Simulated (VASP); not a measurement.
Calculation: r2SCAN meta-GGA, VASP's PBE PAW potentials (set 64) (plane waves; VASP).

VASP input:

### KPOINTS
```
Automatic mesh
0
Gamma
7 7 5
0 0 0
```

### INCAR
```
ALGO = Normal
EDIFF = 1E-7
EDIFFG = -0.01
ENCUT = 520
IBRION = 2
ISIF = 4
ISMEAR = 0
LASPH = .TRUE.
LCHARG = .FALSE.
LMIXTAU = .TRUE.
LREAL = .FALSE.
LWAVE = .FALSE.
METAGGA = R2SCAN
NELM = 100
NSW = 30
PREC = Accurate
SIGMA = 0.05
SYSTEM = P
```

### POSCAR
```
P
1
    1.6162319840    -5.3842640582     0.0000000000
    1.6162319840     5.3842640582     0.0000000000
    0.0000000000     0.0000000000     4.4440573310
P
4
Direct
  0.0951873415   0.9048126585   0.9110865605
  0.4048126585   0.5951873415   0.4110865605
  0.5951873415   0.4048126585   0.5889134395
  0.9048126585   0.0951873415   0.0889134395
```

POTCAR, in this order: P (PBE.64 set). Program: vasp_std.

Q: What will the output report for the number of irreducible k-points (NKPTS), largest plane-wave count, number of space-group operations, FFT grid (NGX, NGY, NGZ)?

A: 
```yaml
number of irreducible k-points (NKPTS): 48
largest_plane_wave_count: 2103
number_of_space_group_operations: 8
FFT grid (NGX, NGY, NGZ): 42 × 42 × 36
```

The compound is P in the black structure. This cell is one point of a volume scan, at 0.94 of the reference volume. Symmetry was kept, so distortions that lower it aren't found.
